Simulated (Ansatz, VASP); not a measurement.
**Na3Sb3Au in VASP and in Ansatz**

```
Na Sb Au
1.0
     5.98580    0.00000    0.00000
     0.00000    5.98580    0.00000
     0.00000    0.00000    5.98580
Na Sb Au
3 3 1
Direct
  0.50000 0.50000 0.00000
  0.00000 0.50000 0.50000
  0.50000 0.00000 0.50000
  0.50000 0.00000 0.00000
  0.00000 0.50000 0.00000
  0.00000 0.00000 0.50000
  0.50000 0.50000 0.50000
```

Change from the starting cell: species swapped into the Ce3GaBr3 type (Pm-3m, No. 221).

Alike in both runs: functional PBE; k mesh 6 × 6 × 6; occupations gaussian, width 0.1 eV; no spin polarisation.

Ansatz relaxed the structure, and its values are those at the end. VASP's run is a single point on that final structure, the one shown.

|  | VASP | Ansatz |
| --- | --- | --- |
| version | VASP 6.6.1 | Ansatz 0.2.0 |
| potentials or method | VASP PAW PBE potentials, release 64 (Na_pv, Sb, Au) | scalar-relativistic, plane waves, PAW |
| plane-wave cutoff (eV) | 520 | 420 |
| valence electrons in the cell | 47 | 91 |

|  | VASP | Ansatz | Ansatz less VASP |
| --- | --- | --- | --- |
| gap on the k mesh at the Fermi level (eV) | none | none | - |
| pressure (GPa) | 0.0 | 0.0 | +0.01 |

A gap of «none» marks a metal or a gap that the smearing closes. With one functional, cell and mesh, what is left measures potentials, basis and numerics. The two sets of potentials don't hold the same shells in valence.

The runs have no spin-orbit coupling, so splittings on Au, Sb are missing.
